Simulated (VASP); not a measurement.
Output of a VASP run:

**OSZICAR**
```
...
DAV:   1    -0.313353003666E+03    0.21756E-03   -0.22465E-01   856   0.870E-01    0.624E-02
RMM:   2    -0.313353255359E+03   -0.25169E-03   -0.26956E-03   800   0.111E-01    0.375E-02
RMM:   3    -0.313353275443E+03   -0.20084E-04   -0.36082E-04   796   0.400E-02    0.212E-02
RMM:   4    -0.313353275747E+03   -0.30411E-06   -0.46069E-05   626   0.161E-02
  33 F= -.31335328E+03 E0= -.31335328E+03  d E =-.165241E-02
       N       E                     dE             d eps       ncg     rms          rms(c)
DAV:   1    -0.313350515134E+03    0.27603E-02   -0.27158E+00   816   0.304E+00    0.233E-01
RMM:   2    -0.313354067612E+03   -0.35525E-02   -0.38193E-02   800   0.417E-01    0.153E-01
RMM:   3    -0.313354326658E+03   -0.25905E-03   -0.50635E-03   800   0.151E-01    0.812E-02
RMM:   4    -0.313354318732E+03    0.79254E-05   -0.61852E-04   802   0.607E-02    0.621E-02
RMM:   5    -0.313354295874E+03    0.22858E-04   -0.14740E-04   765   0.281E-02    0.228E-02
RMM:   6    -0.313354299025E+03   -0.31511E-05   -0.42793E-05   605   0.118E-02
  34 F= -.31335430E+03 E0= -.31335430E+03  d E =-.102328E-02
       N       E                     dE             d eps       ncg     rms          rms(c)
DAV:   1    -0.313354294552E+03    0.13215E-05   -0.99841E-03   896   0.184E-01    0.110E-02
RMM:   2    -0.313354305516E+03   -0.10963E-04   -0.12117E-04   760   0.238E-02    0.710E-03
RMM:   3    -0.313354306092E+03   -0.57602E-06   -0.15353E-05   493   0.828E-03    0.434E-03
RMM:   4    -0.313354305932E+03    0.16004E-06   -0.15212E-06   443   0.343E-03
  35 F= -.31335431E+03 E0= -.31335431E+03  d E =-.103018E-02
       N       E                     dE             d eps       ncg     rms          rms(c)
DAV:   1    -0.313353305895E+03    0.10002E-02   -0.12484E+00   816   0.206E+00    0.155E-01
RMM:   2    -0.313354906131E+03   -0.16002E-02   -0.17273E-02   800   0.278E-01    0.938E-02
RMM:   3    -0.313355026255E+03   -0.12012E-03   -0.22994E-03   800   0.102E-01    0.513E-02
RMM:   4    -0.313355022927E+03    0.33271E-05   -0.26880E-04   796   0.398E-02    0.385E-02
RMM:   5    -0.313355012098E+03    0.10830E-04   -0.65978E-05   689   0.185E-02    0.128E-02
RMM:   6    -0.313355013610E+03   -0.15121E-05   -0.17996E-05   493   0.774E-03
  36 F= -.31335501E+03 E0= -.31335501E+03  d E =-.707678E-03
       N       E                     dE             d eps       ncg     rms          rms(c)
DAV:   1    -0.313354734631E+03    0.27747E-03   -0.24981E-01   816   0.922E-01    0.718E-02
RMM:   2    -0.313355061677E+03   -0.32705E-03   -0.35289E-03   800   0.126E-01    0.434E-02
RMM:   3    -0.313355086824E+03   -0.25147E-04   -0.47137E-04   799   0.461E-02    0.235E-02
RMM:   4    -0.313355086519E+03    0.30432E-06   -0.56795E-05   682   0.183E-02
  37 F= -.31335509E+03 E0= -.31335509E+03  d E =-.780588E-03
       N       E                     dE             d eps       ncg     rms          rms(c)
DAV:   1    -0.313354299865E+03    0.78696E-03   -0.10089E+00   816   0.184E+00    0.134E-01
RMM:   2    -0.313355600083E+03   -0.13002E-02   -0.13990E-02   800   0.249E-01    0.783E-02
RMM:   3    -0.313355696274E+03   -0.96192E-04   -0.18642E-03   800   0.915E-02    0.434E-02
RMM:   4    -0.313355694798E+03    0.14763E-05   -0.22597E-04   785   0.357E-02    0.347E-02
RMM:   5    -0.313355685104E+03    0.96938E-05   -0.55901E-05   661   0.165E-02
  38 F= -.31335569E+03 E0= -.31335569E+03  d E =-.598585E-03
```

### OUTCAR
```
------------------------ aborting loop because EDIFF is reached ----------------------------------------
  FORCE on cell =-STRESS in cart. coord.  units (eV):
  Direction    XX          YY          ZZ          XY          YZ          ZX
  --------------------------------------------------------------------------------------
  Total       11.6206137      8.8389050     16.4120218     -0.0210382      0.1925798     -0.0161547
  in kB       20.8720303     15.8757444     29.4779798     -0.0377871      0.3458966     -0.0290157
  external PRESSURE =      22.0752515 kB  Pullay stress =       0.0000000 kB
  volume of cell :      892.02
      direct lattice vectors                 reciprocal lattice vectors
     4.932320690 -8.543031394  0.000000000     0.101372160 -0.058527234  0.000000000
     4.932320690  8.543031394  0.000000000     0.101372160  0.058527234  0.000000000
     0.000000000  0.000000000 10.584775396     0.000000000  0.000000000  0.094475316
  FREE ENERGIE OF THE ION-ELECTRON SYSTEM (eV)
  ---------------------------------------------------
  free  energy   TOTEN  =      -313.3556851043 eV

  energy  without entropy=     -313.3556851043  energy(sigma->0) =     -313.35568510

 reached required accuracy - stopping structural energy minimisation
```
(Selected blocks of OUTCAR.)

### POSCAR
```
Zn37O36
1
    4.9323206900    -8.5430313936     0.0000000000
    4.9323206900     8.5430313936     0.0000000000
    0.0000000000     0.0000000000    10.5847753959
Zn O
37 36
Direct
  0.2187275856   0.1047456495   0.2315547791
  0.1054166958   0.2202681247   0.0013772635
  0.2101092924   0.0910770823   0.7733493738
  0.1187020632   0.2249367138   0.4740635344
  0.2196790810   0.4461732415   0.2354864032
  0.1068166917   0.5601523948   0.0014996865
  0.2141110441   0.4521704404   0.7695419161
  0.1106510764   0.5559835464   0.4997746816
  0.2219226609   0.7774503936   0.2539419481
  0.1057570751   0.8779984418   0.0015471014
  0.2233027046   0.7776631460   0.7477681569
  0.1104856378   0.8881560438   0.4997924754
  0.5564831992   0.1098215248   0.2477799137
  0.4465163068   0.2191088892   0.9987631689
  0.5569228103   0.1095298599   0.7516450102
  0.4391388112   0.2268803032   0.4627981448
  0.5611484802   0.4476061305   0.2310324805
  0.4460372184   0.5615105115   0.0011424187
  0.5747547589   0.4559826216   0.7737377160
  0.4410644171   0.5474204622   0.4732086530
  0.5563351001   0.7798873363   0.2494717599
  0.4448266966   0.8890241830   0.0015802956
  0.5568266266   0.7800667930   0.7508878691
  0.4444470768   0.8892268722   0.4997268067
  0.8867540667   0.1101060614   0.2494632723
  0.7781413802   0.2225814757   0.0014776017
  0.8864180131   0.1096667176   0.7512129936
  0.7771156116   0.2219153308   0.4997199843
  0.8890091991   0.4444607502   0.2541158634
  0.7880955567   0.5607790490   0.0015877763
  0.8883923998   0.4429351582   0.7475632481
  0.7780217914   0.5559020320   0.4998396031
  0.8885452937   0.7779070003   0.2547379310
  0.7776972297   0.8892688154   0.0015357580
  0.8877951290   0.7781506641   0.7472703531
  0.7773876585   0.8889053703   0.5000276932
  0.3399834572   0.3277262690   0.6214905060
  0.2099803650   0.0917359918   0.4176862516
  0.1082600188   0.2212528214   0.1904101762
  0.2183735221   0.1064568929   0.9584838081
  0.1136990633   0.2232046135   0.7119815748
  0.2138204449   0.4520650572   0.4232090174
  0.1078101243   0.5586436845   0.1884722247
  0.2201277716   0.4457513057   0.9543874058
  0.1107684137   0.5558697459   0.6891780137
  0.2229603472   0.7779656119   0.4425645385
  0.1065859176   0.8798911323   0.1878194272
  0.2244225345   0.7786756432   0.9361095780
  0.1103259750   0.8867725416   0.6890874533
  0.5539824023   0.1125994716   0.4385727176
  0.4454727525   0.2208662450   0.1897585036
  0.5575523715   0.1088931933   0.9415624933
  0.4418162479   0.2246060291   0.7311319495
  0.5747850868   0.4562780881   0.4173147703
  0.4445829746   0.5580403215   0.1901963991
  0.5594098818   0.4477619021   0.9588399877
  0.4430037636   0.5520095058   0.7134224361
  0.5539531964   0.7754639589   0.4401199968
  0.4429732715   0.8879334028   0.1909298834
  0.5572926100   0.7807584357   0.9401532423
  0.4457386159   0.8897680768   0.6880775529
  0.8904374127   0.1121764732   0.4400726168
  0.7787627284   0.2234979562   0.1909344225
  0.8861911038   0.1099414893   0.9400652506
  0.7763862733   0.2203575941   0.6881649580
  0.8883905612   0.4438348042   0.4424889948
  0.7859985592   0.5595960933   0.1876839897
  0.8882959567   0.4430353047   0.9359312467
  0.7793041651   0.5558450599   0.6888127765
  0.8883904921   0.7776095026   0.4424542975
  0.7782611422   0.8886558565   0.1909202283
  0.8876171226   0.7786450758   0.9357760342
  0.7769339127   0.8894067175   0.6884536417
```

Task: Write an INCAR and KPOINTS that could have produced this output.

Result: Several could match; the one computed here: the input of the run itself, PBE GGA, plane waves, VASP's PBE PAW potentials (set 64).

**KPOINTS**
```
Automatic mesh
0
Gamma
1 1 1
0 0 0
```

**INCAR**
```
# general
SYSTEM  = Zn37O36
PREC    = Normal
ENCUT   = 400   # plane-wave cut-off (eV)
LREAL   = Auto   # projection in real space or not
LASPH   = .TRUE.   # aspherical one-centre terms
ISYM    = 0
NELECT  = 662.0

# electronic loop
EDIFF   = 1E-5
NELM    = 100   # most electronic steps
NELMIN  = 4
ALGO    = Fast   # Davidson, then RMM-DIIS
LMAXMIX = 4

# smearing
ISMEAR  = 0
SIGMA   = 0.05   # width (eV)

# functional
GGA     = PE   # PBE

# ions
IBRION  = 2
NSW     = 120   # most ionic steps
ISIF    = 2
EDIFFG  = -0.03

# output
LWAVE   = .FALSE.
LCHARG  = .FALSE.
```

POTCAR, in this order: Zn O (PBE.64 set). Program: vasp_gam.

At this cut-off the stress carries a Pulay error, which pulls relaxed volumes low. The cell is charged, with a uniform compensating background. The supercell is sampled at Γ alone, which is coarse: total energies, pressure and levels can be off, energies of defects by several tenths of an eV.

The cell is a supercell with a defect, built from ZnO (wurtzite): Zn_i, charge -2. The run is not spin-polarised, so no state with unpaired spins was tried.
